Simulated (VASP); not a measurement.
```yaml
crystal:
  lattice:
    - [0.00000, 3.01253, 3.01253]
    - [3.01253, 0.00000, 3.01253]
    - [3.01253, 3.01253, 0.00000]
  atoms:
    - { symbol: Al, position: [0.25000, 0.25000, 0.25000] }
    - { symbol: Al, position: [0.75000, 0.75000, 0.75000] }
    - { symbol: Pt, position: [0.00000, 0.00000, 0.00000] }
```

The numbers are results of vdW-DF-cx, VASP's PBE PAW potentials (set 64) (plane waves; VASP), not measurements. Settings: 520 eV cut-off, 9×9×9 Γ-centred mesh, first-order Methfessel-Paxton smearing of 0.10 eV, potentials Al Pt.

Unless said otherwise, spin-orbit coupling is left out, though it shifts the bands of the heavy elements here.

Q: What does the run give for the energy per atom (σ→0), pressure, band gap (on the k-mesh) with the smallest direct gap where there is one?

A: 
- band gap (on the k-mesh) = none (metal, semimetal or under 0.01 eV)
- energy per atom (σ→0) = -3.927 eV/atom
- pressure = -7.10 GPa

Only differences to runs with the same potentials and settings are physical.

The compound is PtAl2 in the fluorite structure. This cell is one point of a volume scan, at 1.06 of the reference volume.
